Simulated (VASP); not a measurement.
An input for Quantum ESPRESSO's pw.x (written as the equivalent of a VASP run, and not itself run):

```
&CONTROL
  calculation = 'scf'
  pseudo_dir = './pseudo'
  outdir = './out'
  tprnfor = .true.
  tstress = .true.
/
&SYSTEM
  ibrav = 0
  nat = 8
  ntyp = 3
  ecutwfc = 80
  occupations = 'smearing'
  smearing = 'gaussian'
  degauss = 0.003675
  input_dft = 'pbe'
/
&ELECTRONS
  conv_thr = 7.3e-08
  electron_maxstep = 100
/
ATOMIC_SPECIES
  In 114.818 In.upf
  P 30.974 P.upf
  Ga 69.723 Ga.upf
CELL_PARAMETERS angstrom
     5.6166650    0.0000000   -0.0000000
     0.0000000    5.6166650    0.0000000
     0.0000000    0.0000000    5.6166650
ATOMIC_POSITIONS crystal
  In   0.0000000  0.0000000  0.0000000
  P    0.2599215  0.2599215  0.2599215
  P    0.7400785  0.7400785  0.2599215
  P    0.7400785  0.2599215  0.7400785
  P    0.2599215  0.7400785  0.7400785
  Ga   0.5000000  0.5000000  0.0000000
  Ga   0.5000000  0.0000000  0.5000000
  Ga   0.0000000  0.5000000  0.5000000
K_POINTS automatic
  4 4 4 0 0 0
```

Task: Translate this input to VASP (INCAR, KPOINTS, POSCAR, choice of POTCAR).

Result: Several could match; the one computed here: 
### POSCAR
```
Ga3InP4
1
    5.6166649959     0.0000000000    -0.0000000000
    0.0000000000     5.6166649959     0.0000000000
    0.0000000000     0.0000000000     5.6166649959
In P Ga
1 4 3
Direct
  0.0000000000   0.0000000000   0.0000000000
  0.2599215239   0.2599215239   0.2599215239
  0.7400784761   0.7400784761   0.2599215239
  0.7400784761   0.2599215239   0.7400784761
  0.2599215239   0.7400784761   0.7400784761
  0.5000000000   0.5000000000   0.0000000000
  0.5000000000   0.0000000000   0.5000000000
  0.0000000000   0.5000000000   0.5000000000
```

INCAR:
```
# general
SYSTEM =Ga3InP4
PREC   =Accurate
ENCUT  =400
LREAL  =.FALSE.
LASPH  =.TRUE.

# electronic loop
EDIFF  =1E-6
NELM   =100
ALGO   =Normal
LMAXMIX=4

# smearing
ISMEAR =0
SIGMA  =0.05

# functional
GGA    =PE

# output
LWAVE  =.FALSE.
LCHARG =.TRUE.
```

KPOINTS:
```
Automatic mesh
0
Gamma
4 4 4
0 0 0
```

POTCAR, in this order: In_d P Ga_d (PBE.64 set). Program: vasp_std.

The two are equivalent in intent, not identical: the potentials are each code's own (VASP's PAW set, PseudoDojo norm-conserving files in pw.x), so ENCUT and ecutwfc are chosen apart and not converted; conv_thr bounds pw.x's estimated SCF error, while EDIFF bounds the energy change between steps.

The structure was generated: Ga3InP4 was put into an ordered model structure (P-43m), which need not be its known phase. It was relaxed first.
